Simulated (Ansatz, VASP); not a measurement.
# Cross-check of CdAgCl3 between VASP and Ansatz, part 2 of 2

Wanted: the spread between two codes on one cell, functional and k mesh. The cell is generated by rule, not measured, and may not be a known phase. The cell is taken from a series of runs on this material, whose earlier steps may have relaxed, scaled, displaced or heated it; both programs get it as it stands.

VASP 6.6.1 and Ansatz 0.2.0.

So far: Set-up; Ansatz: zone-centre phonons, PBEsol; VASP: zone-centre phonons, PBEsol.

## Step 3: VASP: zone-centre phonons, PBEsol (continued)

Level of this step: PBEsol; plane waves and PAW (Ag, Cd, Cl); invented cell (VASP).

Numbers of over 12 decimals in the logs are rounded to 6 here.

OUTCAR, selected parts (step 3):

```text
ion  position               nearest neighbor table
   1  0.000  0.000  0.000-   3 2.64   5 2.64   5 2.64   3 2.64
   2  0.500  0.500  0.000-   4 2.51   4 2.51   5 2.64   3 2.64   3 2.64   5 2.64
   3  0.500  0.000  0.000-   1 2.64   2 2.64   2 2.64   1 2.64
   4  0.500  0.500  0.500-   2 2.51   2 2.51
   5  0.000  0.500  0.000-   1 2.64   2 2.64   1 2.64   2 2.64

  LATTYP: Found a simple tetragonal cell.
 ALAT       =     5.2811107647
 C/A-ratio  =     0.9514931447

 Subroutine GETGRP returns: Found 16 space group operations
 (whereof 16 operations were pure point group operations)

The static configuration has the point symmetry D_4h.

 Found     40 irreducible k-points:

   k-points           NKPTS =     40   k-points in BZ     NKDIM =     40   number of bands    NBANDS=     28

   dimension x,y,z NGX =    40 NGY =   40 NGZ =   40
   dimension x,y,z NGXF=    80 NGYF=   80 NGZF=   80

   ENCUT  =  500.0 eV  36.75 Ry    6.06 a.u.   9.63  9.63  9.16*2*pi/ulx,y,z

   NELECT =      44.0000    total number of electrons

 k-points in reciprocal lattice and weights: Automatic mesh
   0.00000000  0.00000000  0.00000000       0.005
   0.16666667  0.00000000  0.00000000       0.019
   0.33333333  0.00000000  0.00000000       0.019
   0.50000000  0.00000000  0.00000000       0.009
   0.16666667  0.16666667  0.00000000       0.019
   0.33333333  0.16666667  0.00000000       0.037
   0.50000000  0.16666667  0.00000000       0.019
   0.33333333  0.33333333  0.00000000       0.019
   0.50000000  0.33333333  0.00000000       0.019
[...]
0.50000000  0.33333333  0.50000000       0.019
   0.50000000  0.50000000  0.50000000       0.005

 average (electrostatic) potential at core
       1 -76.4792       2 -40.1456       3 -94.7398       4 -93.7278       5 -94.7398

  Total        0.1002900      0.1002900      0.1887981      0.0000000      0.0000000      0.0000000
[...]
POSITION                                       TOTAL-FORCE (eV/Angst)
 -----------------------------------------------------------------------------------
      0.00000      0.00000      0.00000         0.000000      0.000000      0.000000
      2.64056      2.64056      0.00000         0.000000      0.000000      0.000000
      2.64056      0.00000      0.00000         0.000000      0.000000      0.000000
      2.64056      2.64056      2.51247         0.000000      0.000000      0.000000
      0.00000      2.64056      0.00000         0.000000      0.000000      0.000000
 -----------------------------------------------------------------------------------
    total drift:                                0.000000      0.000000     -0.000000

 Eigenvectors and eigenvalues of the dynamical matrix
 ----------------------------------------------------

   1 f  =    8.531954 THz    53.607849 2PiTHz  284.595359 cm-1    35.285312 meV
             X         Y         Z           dx          dy          dz
      0.000000  0.000000  0.000000    -0.000000   -0.000000    0.005817
      2.640555  2.640555  0.000000     0.000000    0.000000   -0.398646
      2.640555  0.000000  0.000000     0.000000   -0.000000   -0.102829
      2.640555  2.640555  2.512470     0.000000    0.000000    0.905483
      0.000000  2.640555  0.000000    -0.000000    0.000000   -0.102829

   2 f  =    6.784946 THz    42.631072 2PiTHz  226.321429 cm-1    28.060268 meV
             X         Y         Z           dx          dy          dz
      0.000000  0.000000  0.000000    -0.069820   -0.082391   -0.000000
      2.640555  2.640555  0.000000     0.207063    0.244345   -0.000000
      2.640555  0.000000  0.000000     0.207097   -0.662897    0.000000
      2.640555  2.640555  2.512470     0.108461    0.127990   -0.000000
      0.000000  2.640555  0.000000    -0.561753    0.244385    0.000000

   3 f  =    6.784946 THz    42.631072 2PiTHz  226.321429 cm-1    28.060268 meV
             X         Y         Z           dx          dy          dz
      0.000000  0.000000  0.000000     0.082391   -0.069820    0.000000
      2.640555  2.640555  0.000000    -0.244345    0.207063    0.000000
      2.640555  0.000000  0.000000    -0.244385   -0.561753    0.000000
      2.640555  2.640555  2.512470    -0.127990    0.108461   -0.000000
      0.000000  2.640555  0.000000     0.662897    0.207097    0.000000

   4 f  =    4.782075 THz    30.046662 2PiTHz  159.512845 cm-1    19.777063 meV
             X         Y         Z           dx          dy          dz
      0.000000  0.000000  0.000000    -0.022574    0.430574   -0.000000
      2.640555  2.640555  0.000000    -0.008802    0.167878   -0.000000
      2.640555  0.000000  0.000000     0.043766   -0.284853   -0.000000
      2.640555  2.640555  2.512470    -0.003948    0.075294    0.000000
      0.000000  2.640555  0.000000     0.014934   -0.834788   -0.000000

   5 f  =    4.782075 THz    30.046662 2PiTHz  159.512845 cm-1    19.777063 meV
             X         Y         Z           dx          dy          dz
      0.000000  0.000000  0.000000    -0.430574   -0.022574    0.000000
      2.640555  2.640555  0.000000    -0.167878   -0.008802    0.000000
      2.640555  0.000000  0.000000     0.834788    0.014934   -0.000000
      2.640555  2.640555  2.512470    -0.075294   -0.003948    0.000000
      0.000000  2.640555  0.000000     0.284853    0.043766    0.000000

   6 f  =    2.052475 THz    12.896079 2PiTHz   68.463187 cm-1     8.488350 meV
             X         Y         Z           dx          dy          dz
      0.000000  0.000000  0.000000    -0.000000    0.000000    0.351875
      2.640555  2.640555  0.000000     0.000000   -0.000000    0.339999
      2.640555  0.000000  0.000000    -0.000000   -0.000000   -0.616657
      2.640555  2.640555  2.512470     0.000000    0.000000    0.007369
      0.000000  2.640555  0.000000     0.000000    0.000000   -0.616657

   7 f  =    1.587370 THz     9.973741 2PiTHz   52.948970 cm-1     6.564833 meV
             X         Y         Z           dx          dy          dz
      0.000000  0.000000  0.000000    -0.121221    0.602619    0.000000
      2.640555  2.640555  0.000000     0.138570   -0.688866   -0.000000
      2.640555  0.000000  0.000000    -0.051330   -0.212656   -0.000000
      2.640555  2.640555  2.512470    -0.023012    0.114399   -0.000000
      0.000000  2.640555  0.000000     0.042777    0.255174    0.000000

   8 f  =    1.587370 THz     9.973741 2PiTHz   52.948970 cm-1     6.564833 meV
             X         Y         Z           dx          dy          dz
      0.000000  0.000000  0.000000    -0.602619   -0.121221   -0.000000
      2.640555  2.640555  0.000000     0.688866    0.138570    0.000000
      2.640555  0.000000  0.000000    -0.255174    0.042777    0.000000
      2.640555  2.640555  2.512470    -0.114399   -0.023012    0.000000
      0.000000  2.640555  0.000000     0.212656   -0.051330   -0.000000

   9 f  =    1.564319 THz     9.828908 2PiTHz   52.180074 cm-1     6.469502 meV
             X         Y         Z           dx          dy          dz
      0.000000  0.000000  0.000000     0.000000   -0.000000   -0.000000
      2.640555  2.640555  0.000000    -0.000000    0.000000   -0.000000
      2.640555  0.000000  0.000000     0.000000    0.000000   -0.707107
      2.640555  2.640555  2.512470     0.000000   -0.000000    0.000000
      0.000000  2.640555  0.000000    -0.000000   -0.000000    0.707107

  10 f  =    0.267513 THz     1.680837 2PiTHz    8.923288 cm-1     1.106346 meV
             X         Y         Z           dx          dy          dz
      0.000000  0.000000  0.000000    -0.000000    0.000000    0.705597
      2.640555  2.640555  0.000000    -0.000000    0.000000   -0.648059
      2.640555  0.000000  0.000000    -0.000000    0.000000    0.020953
      2.640555  2.640555  2.512470    -0.000000    0.000000   -0.285087
      0.000000  2.640555  0.000000    -0.000000    0.000000    0.020953

  11 f  =    0.039120 THz     0.245798 2PiTHz    1.304899 cm-1     0.161787 meV
             X         Y         Z           dx          dy          dz
      0.000000  0.000000  0.000000     0.459206   -0.375180    0.000000
      2.640555  2.640555  0.000000     0.457859   -0.374080    0.000000
      2.640555  0.000000  0.000000     0.263013   -0.204750    0.000000
      2.640555  2.640555  2.512470     0.217274   -0.177517    0.000000
      0.000000  2.640555  0.000000     0.250606   -0.214887    0.000000

  12 f  =    0.039120 THz     0.245798 2PiTHz    1.304899 cm-1     0.161787 meV
             X         Y         Z           dx          dy          dz
      0.000000  0.000000  0.000000     0.375180    0.459206    0.000000
      2.640555  2.640555  0.000000     0.374080    0.457859    0.000000
      2.640555  0.000000  0.000000     0.214887    0.250606    0.000000
      2.640555  2.640555  2.512470     0.177517    0.217274    0.000000
      0.000000  2.640555  0.000000     0.204750    0.263013    0.000000

  13 f/i=    0.015385 THz     0.096667 2PiTHz    0.513190 cm-1     0.063627 meV
             X         Y         Z           dx          dy          dz
      0.000000  0.000000  0.000000    -0.000000    0.000000    0.615048
      2.640555  2.640555  0.000000    -0.000000    0.000000    0.552722
      2.640555  0.000000  0.000000    -0.000000    0.000000    0.329730
      2.640555  2.640555  2.512470    -0.000000    0.000000    0.314279
      0.000000  2.640555  0.000000    -0.000000    0.000000    0.329730

  14 f/i=    0.775864 THz     4.874895 2PiTHz   25.880025 cm-1     3.208713 meV
             X         Y         Z           dx          dy          dz
      0.000000  0.000000  0.000000     0.209125    0.170952   -0.000000
      2.640555  2.640555  0.000000     0.124483    0.101760    0.000000
      2.640555  0.000000  0.000000     0.096389   -0.068920    0.000000
      2.640555  2.640555  2.512470    -0.723743   -0.591633    0.000000
      0.000000  2.640555  0.000000    -0.084310    0.078794    0.000000

  15 f/i=    0.775864 THz     4.874895 2PiTHz   25.880025 cm-1     3.208713 meV
             X         Y         Z           dx          dy          dz
      0.000000  0.000000  0.000000    -0.170952    0.209125   -0.000000
      2.640555  2.640555  0.000000    -0.101760    0.124483    0.000000
      2.640555  0.000000  0.000000    -0.078794   -0.084310    0.000000
      2.640555  2.640555  2.512470     0.591633   -0.723743    0.000000
      0.000000  2.640555  0.000000     0.068920    0.096389   -0.000000

 ELASTIC MODULI CONTR FROM IONIC RELAXATION (kBar)
 Direction    XX          YY          ZZ          XY          YZ          ZX
 --------------------------------------------------------------------------------
 XX           0.0000      0.0000      0.0000      0.0000      0.0000      0.0000
 YY           0.0000      0.0000      0.0000      0.0000      0.0000      0.0000
 ZZ           0.0000      0.0000      0.0000      0.0000      0.0000      0.0000
 XY           0.0000      0.0000      0.0000      0.0000      0.0000      0.0000
 YZ           0.0000      0.0000      0.0000      0.0000      0.0000      0.0000
 ZX           0.0000      0.0000      0.0000      0.0000      0.0000      0.0000
 --------------------------------------------------------------------------------
```

## Step 4: Side by side

Known differences besides the potentials themselves: fixed occupations in Ansatz, narrow Gaussian smearing in VASP; the data sets hold 60 valence electrons in Ansatz (on its default PAW (the set named soft_2) files) and 44 in VASP; the cutoff is 420 eV in Ansatz and 500 eV in VASP; Ansatz makes its cores anew for this functional, VASP keeps those of its PBE data sets. Total energies have different zeros and are not compared.

Zone-centre modes by rising frequency (cm⁻¹; imaginary ones negative):

```tsv
program	modes
Ansatz	-16.3, -16.3, 0.0, 0.0, 0.0, 13.5, 53.9, 53.9, 54.4, 70.2, 159.5, 159.5, 222.2, 222.2, 277.6
VASP	-25.9, -25.9, -0.5, 1.3, 1.3, 8.9, 52.2, 52.9, 52.9, 68.5, 159.5, 159.5, 226.3, 226.3, 284.6
```

The two lists differ in the order or number of single and degenerate modes, so they aren't paired one by one; the r.m.s. figure in the results sets the two lists side by side in order.

## Step 5: Outcome

```yaml
r_m_s_difference_of_the_optical_zone_centre_modes_each_program_s_sorted_by_frequency_zone_centre_phonons_pbesol: 5.0 cm⁻¹
```

The r.m.s. difference of the optical zone-centre modes, each program's sorted by frequency is 5.0 cm⁻¹ (zone-centre phonons, PBEsol). The data sets hold unlike numbers of valence electrons (60 in Ansatz and 44 in VASP), so part of the differences comes from the potentials. What causes the difference of the zone-centre phonons, PBEsol pair stays open here. How closely two codes agree says nothing of how well the functional describes the real material.

[Lines on the potential files, build, host, timing and source positions are cut from VASP's logs without a mark.]

[Logs are printed without paths, hosts, clocks, repeated set-up lines and the standing remarks that a program may print on its own settings, such as how far it seeks lower states.]

[Hosts, paths, dates, database ids (printed as entryN), source tags and the programs' standing remarks are cut or masked in the printed files.]
